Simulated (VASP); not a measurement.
Output of a VASP run:

**OSZICAR**
```
       N       E                     dE             d eps       ncg     rms          rms(c)
DAV:   1     0.641984936199E+03    0.64198E+03   -0.27179E+04  2328   0.234E+03
DAV:   2     0.573104366868E+02   -0.58467E+03   -0.57179E+03  2296   0.586E+02
DAV:   3    -0.371163497117E+02   -0.94427E+02   -0.92247E+02  2360   0.225E+02
DAV:   4    -0.417690857927E+02   -0.46527E+01   -0.46134E+01  2691   0.568E+01
DAV:   5    -0.419168261504E+02   -0.14774E+00   -0.14767E+00  3198   0.923E+00    0.154E+01
DAV:   6    -0.423866767032E+02   -0.46985E+00   -0.28994E+01  2746   0.522E+01    0.132E+01
DAV:   7    -0.394115818538E+02    0.29751E+01   -0.15105E+01  2735   0.402E+01    0.573E+00
DAV:   8    -0.391547517098E+02    0.25683E+00   -0.16302E+00  2554   0.923E+00    0.137E+00
DAV:   9    -0.391338403436E+02    0.20911E-01   -0.17555E-01  2945   0.470E+00    0.501E-01
DAV:  10    -0.391328001437E+02    0.10402E-02   -0.14544E-02  2664   0.117E+00    0.328E-01
DAV:  11    -0.391311724851E+02    0.16277E-02   -0.19281E-03  3211   0.450E-01    0.898E-02
DAV:  12    -0.391311412828E+02    0.31202E-04   -0.30648E-04  2996   0.136E-01    0.238E-02
DAV:  13    -0.391311429031E+02   -0.16203E-05   -0.41802E-05  2733   0.723E-02    0.649E-03
DAV:  14    -0.391311431092E+02   -0.20607E-06   -0.27685E-06  3174   0.162E-02    0.429E-03
DAV:  15    -0.391311433300E+02   -0.22088E-06   -0.45914E-07  2850   0.729E-03    0.978E-04
DAV:  16    -0.391311433692E+02   -0.39181E-07   -0.73366E-08  2667   0.336E-03    0.443E-04
DAV:  17    -0.391311434154E+02   -0.46149E-07   -0.71895E-09  1338   0.908E-04    0.161E-04
DAV:  18    -0.391311434391E+02   -0.23726E-07   -0.31093E-09  1269   0.807E-04    0.498E-05
DAV:  19    -0.391311434458E+02   -0.67093E-08   -0.12817E-09  1271   0.341E-04
   1 F= -.39131143E+02 E0= -.39132570E+02  d E =-.391311E+02
```

**OUTCAR**
```
------------------------ aborting loop because EDIFF is reached ----------------------------------------
  FORCE on cell =-STRESS in cart. coord.  units (eV):
  Direction    XX          YY          ZZ          XY          YZ          ZX
  --------------------------------------------------------------------------------------
  Total       -0.0086065     -0.0086065     -0.0737569      0.0000000      0.0000000      0.0000000
  in kB       -0.1442639     -0.1442639     -1.2363295      0.0000000      0.0000000      0.0000000
  external PRESSURE =      -0.5082858 kB  Pullay stress =       0.0000000 kB
  volume of cell :       95.58
      direct lattice vectors                 reciprocal lattice vectors
     2.586553040 -4.480041181  0.000000000     0.193307461 -0.111606117  0.000000000
     2.586553040  4.480041181  0.000000000     0.193307461  0.111606117  0.000000000
     0.000000000  0.000000000  4.124255049     0.000000000  0.000000000  0.242468031
 POSITION                                       TOTAL-FORCE (eV/Angst)
 -----------------------------------------------------------------------------------
      1.29328     -2.24002      0.00000        -0.000000      0.000000      0.000000
      2.58655      0.00000      0.00000        -0.000000     -0.000000      0.000000
      1.29328      2.24002      0.00000        -0.000000     -0.000000      0.000000
      0.00000      0.00000      0.00000        -0.000000      0.000000      0.000000
      2.58655      1.49335      2.06213         0.000000     -0.000000      0.000000
      2.58655     -1.49335      2.06213        -0.000000      0.000000      0.000000
 -----------------------------------------------------------------------------------
    total drift:                                0.000000      0.000000      0.000000
  FREE ENERGIE OF THE ION-ELECTRON SYSTEM (eV)
  ---------------------------------------------------
  free  energy   TOTEN  =       -39.1311434458 eV

  energy  without entropy=      -39.1354218265  energy(sigma->0) =      -39.13256957

 reached required accuracy - stopping structural energy minimisation
```
(Selected blocks of OUTCAR.)

### POSCAR
```
CoSn
1
    2.5865530397    -4.4800411811     0.0000000000
    2.5865530397     4.4800411811     0.0000000000
    0.0000000000     0.0000000000     4.1242550493
Co Sn
3 3
Direct
  0.5000000000   0.0000000000   0.0000000000
  0.5000000000   0.5000000000   0.0000000000
  0.0000000000   0.5000000000   0.0000000000
  0.0000000000   0.0000000000   0.0000000000
  0.3333330000   0.6666670000   0.5000000000
  0.6666670000   0.3333330000   0.5000000000
```

**Question.** Write an INCAR and KPOINTS that could have produced this output.

**Answer.** This is not unique; one that fits is the input of the run itself, LDA (Ceperley-Alder, Perdew-Zunger), plane waves, VASP's LDA PAW potentials (set 64).

KPOINTS:
```
Automatic mesh
0
Gamma
6 6 7
0 0 0
```

INCAR:
```
SYSTEM  =  CoSn
PREC  =  Accurate; ENCUT  =  400; LREAL  =  .False.
LASPH  =  .True.
EDIFF  =  1E-8; NELM  =  100; ALGO  =  Normal
LMAXMIX  =  4
ISMEAR  =  1; SIGMA  =  0.1
IBRION  =  1; NSW  =  30; ISIF  =  2
EDIFFG  =  -0.001
LWAVE  =  .False.; LCHARG  =  .False.
```

POTCAR, in this order: Co Sn_d (LDA.64 set). Program: vasp_std.

The compound is CoSn in the sg191 structure. It was relaxed first, which changed the volume by -7 %. The start is the result of an earlier pass. The run is not spin-polarised, so no magnetic state was tried. The electron count is odd and the run is not spin-polarised, which forces a metal.
